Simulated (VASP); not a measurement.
Given:

```yaml
crystal:
  lattice:
    - [4.02163, 0.00000, 0.00000]
    - [0.00000, 4.02163, 0.00000]
    - [0.00000, 0.00000, 4.02163]
  atoms:
    - { symbol: Sr, position: [0.00000, 0.00000, 0.00000] }
    - { symbol: Ta, position: [0.50000, 0.50000, 0.50000] }
    - { symbol: O, position: [0.50000, 0.50000, 0.00000] }
    - { symbol: O, position: [0.00000, 0.50000, 0.50000] }
    - { symbol: O, position: [0.50000, 0.00000, 0.50000] }
```

The numbers are results of PBEsol GGA, VASP's PBE PAW potentials (set 64) (plane waves; VASP 6.6.1), not measurements. Settings: 520 eV cut-off, Gaussian smearing of 0.050 eV, potentials Sr_sv Ta_pv O.

Unless said otherwise, spin-orbit coupling is left out, though it shifts the bands of the heavy elements here.

### Question
Estimate the band gap (along the path) with the smallest direct gap where there is one.

### Answer

band gap (along the path): none (metal, semimetal or under 0.01 eV)

Only differences to runs with the same potentials and settings are physical.

The structure comes from a computed database's SrTaO3 entry (Pm-3m); how it stands against other phases isn't given here. It was relaxed first. The electron count is odd and the run is not spin-polarised, which forces a metal.
